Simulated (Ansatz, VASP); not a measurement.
# Cross-check of TiC between VASP and Ansatz, part 2 of 2

Aim: how closely do two programs agree when they are given the same cell, functional and k mesh? The cell is taken from a series of runs on this material, whose earlier steps may have relaxed, scaled, displaced or heated it; both programs get it as it stands.

VASP 6.6.1 and Ansatz 0.2.0.

So far: Starting point; Ansatz: zone-centre phonons, PBEsol.

## 3. VASP: zone-centre phonons, PBEsol

Level of this step: PBEsol; plane waves and PAW (C, Ti_sv) (VASP).

The same cell, functional, mesh and smearing now go to VASP, with its own data sets.

Lines of VASP's logs that name or quote its potential files are left out, and so is its time.

INCAR

```
SYSTEM = TiC
PREC = Accurate
ENCUT = 600
EDIFF = 1E-08
NELM = 120
ISMEAR = 1
SIGMA = 0.2
LREAL = .FALSE.
ALGO = Normal
GGA = PS
NBANDS = 14
LASPH = .TRUE.
LORBIT = 11
LWAVE = .FALSE.
LCHARG = .FALSE.
ISIF = 2
IBRION = 8
GGA_COMPAT = .FALSE.
KPAR = 2
```

POSCAR

```
TiC
1.0
    0.0540732365      2.1782278145      2.1335463251
    2.1782278145      0.0540732365      2.1335463251
    2.2323010510      2.2323010510      0.0000000000
C Ti
1 1
Direct
    0.5000000000      0.5000000000      0.5000000000
    0.0000000000      0.0000000000      0.0000000000
```

KPOINTS

```
Automatic mesh
0
Gamma
16 16 16
0 0 0
```

The projector-augmented-wave data sets are C and Ti_sv (PBE family, release 64).

Command:

```
mpirun -np 2 vasp_std
```

Numbers of over 12 decimals in the logs are rounded to 6 here.

Log:

```text
[banner, memory and clock lines left out]
running    2 mpi-ranks, on    1 nodes
 distrk:  each k-point on    1 cores,    2 groups
 distr:  one band on    1 cores,    1 groups

 POSCAR found type information on POSCAR C Ti
 POSCAR found :  2 types and       2 ions
|                                                                             |
|               ----> ADVICE to this user running VASP <----                  |
|                                                                             |
|     You enforced a specific xc type in the INCAR file but a different       |
|     [... a line on the potential file left out ...]
|     I HOPE YOU KNOW WHAT YOU ARE DOING!                                     |
|                                                                             |

 LDA part: xc-table for (Slater+PW92), standard interpolation
 POSCAR, INCAR and KPOINTS ok, starting setup
 FFT: planning ... GRIDC
 FFT: planning ... GRID_SOFT
 FFT: planning ... GRID
 WAVECAR not read
 entering main loop
       N       E                     dE             d eps       ncg     rms          rms(c)
DAV:   1     0.126694969408E+03    0.12669E+03   -0.89199E+03 17396   0.151E+03
DAV:   2    -0.163197921147E+02   -0.14301E+03   -0.13471E+03 18360   0.370E+02
DAV:   3    -0.248078059080E+02   -0.84880E+01   -0.82929E+01 23382   0.869E+01
DAV:   4    -0.251635854738E+02   -0.35578E+00   -0.35482E+00 21528   0.162E+01
DAV:   5    -0.251723423867E+02   -0.87569E-02   -0.87562E-02 23746   0.220E+00    0.185E+01
DAV:   6    -0.203926572510E+02    0.47797E+01   -0.12820E+01 24994   0.601E+01    0.682E+00
DAV:   7    -0.198115017587E+02    0.58116E+00   -0.21433E+00 21174   0.219E+01    0.511E+00
DAV:   8    -0.197781471123E+02    0.33355E-01   -0.11328E-01 19542   0.397E+00    0.333E+00
DAV:   9    -0.197653176722E+02    0.12829E-01   -0.12020E-01 21022   0.445E+00    0.751E-01
DAV:  10    -0.197645934980E+02    0.72417E-03   -0.10833E-02 23816   0.135E+00    0.726E-01
DAV:  11    -0.197618990510E+02    0.26944E-02   -0.58370E-03 18804   0.115E+00    0.189E-01
DAV:  12    -0.197618469023E+02    0.52149E-04   -0.36194E-04 20748   0.197E-01    0.509E-02
DAV:  13    -0.197618368632E+02    0.10039E-04   -0.34534E-05 21006   0.466E-02    0.918E-03
DAV:  14    -0.197618359308E+02    0.93239E-06   -0.15578E-06 21678   0.193E-02    0.332E-03
DAV:  15    -0.197618357523E+02    0.17854E-06   -0.22005E-07 22046   0.747E-03    0.134E-03
DAV:  16    -0.197618357215E+02    0.30821E-07   -0.52761E-08 20460   0.215E-03    0.415E-04
DAV:  17    -0.197618357244E+02   -0.29052E-08   -0.18204E-09 10884   0.428E-04
   1 F= -.19761836E+02 E0= -.19761780E+02  d E =-.166033E-03
 Linear response reoptimize wavefunctions to high precision
DAV:   1    -0.197618357283E+02   -0.38956E-08   -0.44134E-10 12772   0.194E-04
DAV:   2    -0.197618357283E+02   -0.23874E-10   -0.12142E-10  9696   0.887E-05
 Linear response DOF=           4
 Linear response progress:
  Degree of freedom:   1/  4
       N       E                     dE             d eps       ncg     rms          rms(c)
RMM:   1    -0.123313235124E+00   -0.12331E+00   -0.35912E-02 68339   0.212E+00
RMM:   2    -0.115526866129E+00    0.77864E-02   -0.50376E-03 60510   0.520E-01    0.131E-01
RMM:   3    -0.116195149942E+00   -0.66828E-03   -0.17692E-03 63877   0.222E-01    0.613E-02
RMM:   4    -0.117139282022E+00   -0.94413E-03   -0.60231E-04 65393   0.134E-01    0.148E-02
RMM:   5    -0.117251460201E+00   -0.11218E-03   -0.13119E-04 73231   0.535E-02    0.228E-03
RMM:   6    -0.117240477288E+00    0.10983E-04   -0.18284E-05 73047   0.216E-02    0.110E-03
RMM:   7    -0.117240334042E+00    0.14325E-06   -0.36177E-06 75178   0.100E-02    0.519E-04
RMM:   8    -0.117241393034E+00   -0.10590E-05   -0.65397E-07 74395   0.481E-03    0.300E-04
RMM:   9    -0.117240317145E+00    0.10759E-05   -0.23038E-07 75442   0.259E-03    0.805E-05
RMM:  10    -0.117240053623E+00    0.26352E-06   -0.33227E-07 76641   0.136E-03    0.405E-05
RMM:  11    -0.117239988526E+00    0.65096E-07   -0.77423E-08 76271   0.734E-04    0.178E-05
RMM:  12    -0.117240052919E+00   -0.64393E-07   -0.86595E-09 73871   0.407E-04    0.130E-05
RMM:  13    -0.117240047764E+00    0.51553E-08   -0.27600E-08 74977   0.233E-04    0.150E-05
 first order change of Fermi-energy   0.34196E-03
 force on displaced ion       1 direction 1 :  -8.827  -0.703   0.000
 Linear response progress:
  Degree of freedom:   2/  4
       N       E                     dE             d eps       ncg     rms          rms(c)
RMM:   1    -0.125102226311E+00   -0.12510E+00   -0.37361E-02 37417   0.233E+00
RMM:   2    -0.116665309514E+00    0.84369E-02   -0.58695E-03 34081   0.566E-01    0.136E-01
RMM:   3    -0.117345319836E+00   -0.68001E-03   -0.18853E-03 35532   0.240E-01    0.635E-02
RMM:   4    -0.118336100941E+00   -0.99078E-03   -0.68351E-04 36181   0.144E-01    0.154E-02
RMM:   5    -0.118469593509E+00   -0.13349E-03   -0.14672E-04 40816   0.588E-02    0.290E-03
RMM:   6    -0.118463689170E+00    0.59043E-05   -0.20638E-05 40590   0.242E-02    0.154E-03
RMM:   7    -0.118459270809E+00    0.44184E-05   -0.43163E-06 41018   0.115E-02    0.747E-04
RMM:   8    -0.118462672422E+00   -0.34016E-05   -0.10341E-06 40318   0.580E-03    0.342E-04
RMM:   9    -0.118460297064E+00    0.23754E-05   -0.51896E-07 41573   0.316E-03    0.132E-04
RMM:  10    -0.118460416781E+00   -0.11972E-06   -0.68614E-07 40817   0.167E-03    0.606E-05
RMM:  11    -0.118460249537E+00    0.16724E-06   -0.12046E-07 41003   0.905E-04    0.499E-05
RMM:  12    -0.118460265639E+00   -0.16102E-07   -0.11119E-07 42773   0.483E-04    0.405E-05
RMM:  13    -0.118460229935E+00    0.35704E-07   -0.21062E-07 40500   0.282E-04    0.170E-05
RMM:  14    -0.118460310858E+00   -0.80923E-07   -0.50050E-08 41224   0.161E-04    0.229E-05
RMM:  15    -0.118460320365E+00   -0.95070E-08   -0.46367E-09 40586   0.899E-05    0.101E-05
 first order change of Fermi-energy   0.78492E-03
 force on displaced ion       1 direction 3 :  -0.000  -0.000 -10.893
 Linear response progress:
  Degree of freedom:   3/  4
       N       E                     dE             d eps       ncg     rms          rms(c)
RMM:   1    -0.708981244522E+00   -0.70898E+00    0.47245E+00 30836   0.138E+02
RMM:   2    -0.683647077287E+00    0.25334E-01   -0.24467E-01 53312   0.501E+00    0.225E-01
RMM:   3    -0.681829200699E+00    0.18179E-02   -0.18504E-02 63151   0.118E+00    0.111E-01
RMM:   4    -0.680971168170E+00    0.85803E-03   -0.78003E-03 69598   0.529E-01    0.219E-02
RMM:   5    -0.681534923856E+00   -0.56376E-03   -0.12645E-03 73769   0.213E-01    0.106E-02
RMM:   6    -0.681881050337E+00   -0.34613E-03   -0.33679E-04 74506   0.925E-02    0.742E-03
RMM:   7    -0.682457142247E+00   -0.57609E-03   -0.75782E-05 65443   0.502E-02    0.750E-03
RMM:   8    -0.682233477054E+00    0.22367E-03   -0.37505E-05 69469   0.271E-02    0.501E-04
RMM:   9    -0.682237674092E+00   -0.41970E-05   -0.21290E-05 75955   0.148E-02    0.632E-04
RMM:  10    -0.682256584886E+00   -0.18911E-04   -0.14365E-05 74600   0.868E-03    0.291E-04
RMM:  11    -0.682271172849E+00   -0.14588E-04   -0.11088E-05 73324   0.584E-03    0.254E-05
RMM:  12    -0.682270178849E+00    0.99400E-06   -0.79356E-06 77980   0.401E-03    0.996E-05
RMM:  13    -0.682273510920E+00   -0.33321E-05   -0.65548E-06 71663   0.301E-03    0.462E-05
RMM:  14    -0.682277598494E+00   -0.40876E-05   -0.49181E-06 71110   0.235E-03    0.438E-05
RMM:  15    -0.682275432410E+00    0.21661E-05   -0.41248E-06 71509   0.188E-03    0.314E-05
RMM:  16    -0.682275702351E+00   -0.26994E-06   -0.32808E-06 76460   0.153E-03    0.353E-05
RMM:  17    -0.682275766928E+00   -0.64577E-07   -0.26274E-06 76347   0.127E-03    0.463E-05
RMM:  18    -0.682276351254E+00   -0.58433E-06   -0.21673E-06 66487   0.109E-03    0.402E-05
RMM:  19    -0.682276384903E+00   -0.33649E-07   -0.18547E-06 71158   0.934E-04    0.521E-05
RMM:  20    -0.682276467402E+00   -0.82499E-07   -0.15154E-06 71958   0.805E-04    0.546E-05
RMM:  21    -0.682276466474E+00    0.92816E-09   -0.12403E-06 72879   0.699E-04    0.607E-05
RMM:  22    -0.682276482888E+00   -0.16415E-07   -0.10903E-06 66760   0.608E-04    0.649E-05
RMM:  23    -0.682276561010E+00   -0.78122E-07   -0.92900E-07 65330   0.534E-04    0.668E-05
RMM:  24    -0.682276573331E+00   -0.12320E-07   -0.76893E-07 55699   0.467E-04    0.698E-05
 first order change of Fermi-energy  -0.25891E-03
 force on displaced ion       2 direction 1 :  -8.845  -0.698   0.000
 Linear response progress:
  Degree of freedom:   4/  4
       N       E                     dE             d eps       ncg     rms          rms(c)
RMM:   1    -0.681237169732E+00   -0.68124E+00    0.74930E+00 17514   0.139E+02
RMM:   2    -0.655571075409E+00    0.25666E-01   -0.24818E-01 29779   0.499E+00    0.230E-01
RMM:   3    -0.653704315291E+00    0.18668E-02   -0.18843E-02 35034   0.117E+00    0.113E-01
RMM:   4    -0.652788698554E+00    0.91562E-03   -0.82104E-03 38464   0.529E-01    0.227E-02
RMM:   5    -0.653297874151E+00   -0.50918E-03   -0.12713E-03 40660   0.210E-01    0.109E-02
RMM:   6    -0.653628610703E+00   -0.33074E-03   -0.33384E-04 41024   0.903E-02    0.786E-03
RMM:   7    -0.653916428406E+00   -0.28782E-03   -0.75325E-05 38128   0.430E-02    0.272E-03
RMM:   8    -0.654067391566E+00   -0.15096E-03   -0.35661E-05 39504   0.240E-02    0.239E-03
RMM:   9    -0.653981370214E+00    0.86021E-04   -0.21335E-05 39068   0.136E-02    0.554E-04
RMM:  10    -0.653996273713E+00   -0.14903E-04   -0.12784E-05 41750   0.799E-03    0.273E-04
RMM:  11    -0.654010510076E+00   -0.14236E-04   -0.95076E-06 40873   0.518E-03    0.530E-05
RMM:  12    -0.654008791000E+00    0.17191E-05   -0.67081E-06 42932   0.358E-03    0.671E-05
RMM:  13    -0.654009438187E+00   -0.64719E-06   -0.57371E-06 42653   0.266E-03    0.835E-05
RMM:  14    -0.654007532274E+00    0.19059E-05   -0.42456E-06 39378   0.211E-03    0.157E-04
[...]
RMM:  27    -0.654014317910E+00   -0.92943E-08   -0.43352E-07 32473   0.328E-04    0.131E-05
RMM:  28    -0.654014303773E+00    0.14136E-07   -0.36686E-07 32986   0.292E-04    0.165E-05
RMM:  29    -0.654014317858E+00   -0.14084E-07   -0.37944E-07 26100   0.259E-04    0.179E-05
RMM:  30    -0.654014265173E+00    0.52684E-07   -0.30307E-07 32391   0.232E-04    0.198E-05
RMM:  31    -0.654014270290E+00   -0.51170E-08   -0.25796E-07 20827   0.206E-04    0.212E-05
RMM:  32    -0.654014262026E+00    0.82644E-08   -0.22388E-07 25662   0.184E-04    0.228E-05
RMM:  33    -0.654014265334E+00   -0.33079E-08   -0.19775E-07 18829   0.165E-04    0.240E-05
RMM:  34    -0.654014272604E+00   -0.72702E-08   -0.17023E-07 23462   0.148E-04    0.244E-05
 first order change of Fermi-energy  -0.45093E-03
 force on displaced ion       2 direction 3 :  -0.000  -0.000 -10.902
 Linear response finished
```

Parts of OUTCAR (step 3):

```text
ion  position               nearest neighbor table
   1  0.500  0.500  0.500-   2 2.13   2 2.13   2 2.18   2 2.18   2 2.18   2 2.18
   2  0.000  0.000  0.000-   1 2.13   1 2.13   1 2.18   1 2.18   1 2.18   1 2.18

  LATTYP: Found a body centered orthorhombic cell.
 ALAT       =     3.0040082128
 B/A-ratio  =     1.0509127133
 C/A-ratio  =     1.4204663729

 Subroutine GETGRP returns: Found  8 space group operations
 (whereof  8 operations were pure point group operations)

The static configuration has the point symmetry D_2h.

 Found    621 irreducible k-points:

   k-points           NKPTS =    621   k-points in BZ     NKDIM =    621   number of bands    NBANDS=     14

   dimension x,y,z NGX =    24 NGY =   24 NGZ =   28
   dimension x,y,z NGXF=    48 NGYF=   48 NGZF=   56

   ENCUT  =  600.0 eV  44.10 Ry    6.64 a.u.   6.09  6.09  6.31*2*pi/ulx,y,z

   NELECT =      16.0000    total number of electrons

 k-points in reciprocal lattice and weights: Automatic mesh
   0.00000000  0.00000000  0.00000000       0.000
   0.06250000  0.00000000  0.00000000       0.001
   0.12500000  0.00000000  0.00000000       0.001
   0.18750000  0.00000000  0.00000000       0.001
   0.25000000  0.00000000  0.00000000       0.001
   0.31250000  0.00000000  0.00000000       0.001
   0.37500000  0.00000000  0.00000000       0.001
   0.43750000  0.00000000  0.00000000       0.001
   0.50000000  0.00000000  0.00000000       0.000
[...]
0.25000000  0.25000000  0.50000000       0.000
  -0.25000000  0.25000000  0.50000000       0.000

 average (electrostatic) potential at core
       1 -44.5800       2 -70.9109

  Total       -1.0303103     -1.0303103      0.0329972     -1.0531172      0.0000000      0.0000000
  in kB      -81.5845009    -81.5845009      2.6128639    -83.3904504      0.0000000      0.0000000
  external PRESSURE =     -53.5187126 kB  Pullay stress =       0.0000000 kB

  energy-cutoff  :      600.00
  volume of cell :       20.23
      direct lattice vectors                 reciprocal lattice vectors
     0.054073237  2.178227815  2.133546325    -0.235387766  0.235387766  0.234351602
     2.178227815  0.054073237  2.133546325     0.235387766 -0.235387766  0.234351602
     2.232301051  2.232301051  0.000000000     0.223984126  0.223984126 -0.234351602

 POSITION                                       TOTAL-FORCE (eV/Angst)
 -----------------------------------------------------------------------------------
      2.23230      2.23230      2.13355        -0.000000      0.000000      0.000000
      0.00000      0.00000      0.00000         0.000000     -0.000000      0.000000
 -----------------------------------------------------------------------------------
    total drift:                                0.000000     -0.000000     -0.000000

 Eigenvectors and eigenvalues of the dynamical matrix
 ----------------------------------------------------

   1 f  =   16.652104 THz   104.628255 2PiTHz  555.454400 cm-1    68.867537 meV
             X         Y         Z           dx          dy          dz
      2.232301  2.232301  2.133546    -0.000000   -0.000000    0.894045
      0.000000  0.000000  0.000000     0.000000    0.000000   -0.447978

   2 f  =   15.576259 THz    97.868521 2PiTHz  519.568073 cm-1    64.418202 meV
             X         Y         Z           dx          dy          dz
      2.232301  2.232301  2.133546     0.632155    0.632155    0.000000
      0.000000  0.000000  0.000000    -0.316827   -0.316827   -0.000000

   3 f  =   14.383607 THz    90.374868 2PiTHz  479.785484 cm-1    59.485792 meV
             X         Y         Z           dx          dy          dz
      2.232301  2.232301  2.133546     0.632060   -0.632060   -0.000000
      0.000000  0.000000  0.000000    -0.317017    0.317017    0.000000

   4 f/i=    0.002834 THz     0.017808 2PiTHz    0.094541 cm-1     0.011722 meV
             X         Y         Z           dx          dy          dz
      2.232301  2.232301  2.133546     0.000000    0.000000    0.447978
      0.000000  0.000000  0.000000     0.000000    0.000000    0.894045

   5 f/i=    0.004108 THz     0.025812 2PiTHz    0.137034 cm-1     0.016990 meV
             X         Y         Z           dx          dy          dz
      2.232301  2.232301  2.133546    -0.316827   -0.316827    0.000000
      0.000000  0.000000  0.000000    -0.632155   -0.632155    0.000000

   6 f/i=    0.008113 THz     0.050977 2PiTHz    0.270629 cm-1     0.033554 meV
             X         Y         Z           dx          dy          dz
      2.232301  2.232301  2.133546    -0.317017    0.317017   -0.000000
      0.000000  0.000000  0.000000    -0.632060    0.632060   -0.000000

 ELASTIC MODULI CONTR FROM IONIC RELAXATION (kBar)
 Direction    XX          YY          ZZ          XY          YZ          ZX
 --------------------------------------------------------------------------------
 XX           0.0000      0.0000      0.0000      0.0000      0.0000      0.0000
 YY           0.0000      0.0000      0.0000      0.0000      0.0000      0.0000
 ZZ           0.0000      0.0000      0.0000      0.0000      0.0000      0.0000
 XY           0.0000      0.0000      0.0000      0.0000      0.0000      0.0000
 YZ           0.0000      0.0000      0.0000      0.0000      0.0000      0.0000
 ZX           0.0000      0.0000      0.0000      0.0000      0.0000      0.0000
 --------------------------------------------------------------------------------
```

## 4. Differences

Known differences besides the potentials themselves: the cutoff is 420 eV in Ansatz and 600 eV in VASP; Ansatz makes its cores anew for this functional, VASP keeps those of its PBE data sets. Total energies have different zeros and are not compared.

Compared:

```
             quantity  Ansatz   VASP  difference
optical mode 1 (cm⁻¹)   478.2  479.8     -0.33 %
optical mode 2 (cm⁻¹)   518.6  519.6     -0.19 %
optical mode 3 (cm⁻¹)   554.7  555.5     -0.14 %
```

Modes are paired by rising frequency, not by their patterns, so a pair may set unlike modes beside each other; they are those without the splitting of longitudinal modes.

## 5. Outcome

| Item | Value |
| --- | --- |
| r.m.s. difference of the optical zone-centre modes, each program's sorted by frequency (zone-centre phonons, PBEsol) | 1.2 cm⁻¹ |

The r.m.s. difference of the optical zone-centre modes, each program's sorted by frequency is 1.2 cm⁻¹ (zone-centre phonons, PBEsol). Such differences can come from data sets, numerical settings and the points named under the comparisons, not from the functional's error against experiment.

[Lines on the potential files, build, host, timing and source positions are cut from VASP's logs without a mark.]

[Logs are printed without paths, hosts, clocks, repeated set-up lines and the standing remarks that a program may print on its own settings, such as how far it seeks lower states.]

[Hosts, paths, dates, database ids (printed as entryN), source tags and the programs' standing remarks are cut or masked in the printed files.]
